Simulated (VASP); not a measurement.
Method: PBE GGA, VASP's PBE PAW potentials (set 64) (plane waves; VASP).

VASP input:

INCAR:
```
PREC  =  Accurate
MAGMOM  =  2.5 -2.5 -0.0 2*0.0 -0.0
ISIF  =  3   ! ions, shape and volume
LCHARG  =  .FALSE.
LREAL  =  .FALSE.   ! projection in real space or not
PSTRESS  =  450   ! kbar
LASPH  =  .TRUE.   ! aspherical one-centre terms
IBRION  =  2   ! conjugate gradients
LMAXMIX  =  4
EDIFFG  =  -0.02
ENCUT  =  620
SYSTEM  =  MnO2
ISMEAR  =  1   ! Methfessel-Paxton
LWAVE  =  .FALSE.
ALGO  =  Normal   ! blocked Davidson
SIGMA  =  0.1
NELM  =  100   ! most electronic steps
NSW  =  40
LORBIT  =  10
ISPIN  =  2
GGA  =  PE   ! PBE
EDIFF  =  1E-6   ! SCF stop (eV)
```

### POSCAR
```
MnO2
1
    4.2646890971     0.0000000000     0.0000000000
    0.0000000000     4.2646890971     0.0000000000
    0.0000000000     0.0000000000     2.7896218846
Mn O
2 4
Direct
  0.0000000000   0.0000000000   0.0000000000
  0.5000000000   0.5000000000   0.5000000000
  0.3020778777   0.3020778777   0.0000000000
  0.8020778777   0.1979221223   0.5000000000
  0.1979221223   0.8020778777   0.5000000000
  0.6979221223   0.6979221223   0.0000000000
```

KPOINTS:
```
Automatic mesh
0
Gamma
7 7 11
0 0 0
```

POTCAR, in this order: Mn_pv O (PBE.64 set). Program: vasp_std.

Energy and stress use the plane-wave basis of the starting cell.

Task: Predict the energy per atom (σ→0), cell moment, volume per atom, band gap (on the k-mesh).

Result: 
```yaml
energy per atom (σ→0): -7.831 eV/atom
cell_moment: 0.00 μB
band gap (on the k-mesh): none (metal, semimetal or under 0.01 eV)
volume_per_atom: 8.13 Å³/atom
```

### OSZICAR
```
...
DAV:   1    -0.469853494506E+02   -0.12122E-01   -0.41639E-01  7200   0.454E+00    0.398E-01
DAV:   2    -0.469857170763E+02   -0.36763E-03   -0.16704E-02  8250   0.137E+00    0.333E-01
DAV:   3    -0.469852421935E+02    0.47488E-03   -0.19841E-03  8798   0.645E-01    0.157E-01
DAV:   4    -0.469850530434E+02    0.18915E-03   -0.66881E-04  8102   0.212E-01    0.606E-02
DAV:   5    -0.469850564230E+02   -0.33796E-05   -0.11410E-04  7968   0.762E-02    0.347E-02
DAV:   6    -0.469850546906E+02    0.17324E-05   -0.11326E-05  7524   0.452E-02    0.160E-02
DAV:   7    -0.469850546629E+02    0.27711E-07   -0.10071E-06  4686   0.904E-03
   6 F= -.33277854E+02 E0= -.33277876E+02  d E =-.176507E-02  mag=    -0.0000
```

The compound is MnO2 in the rutile structure. This run relaxes it under an external pressure of 45 GPa. Symmetry was kept, so distortions that lower it aren't found.
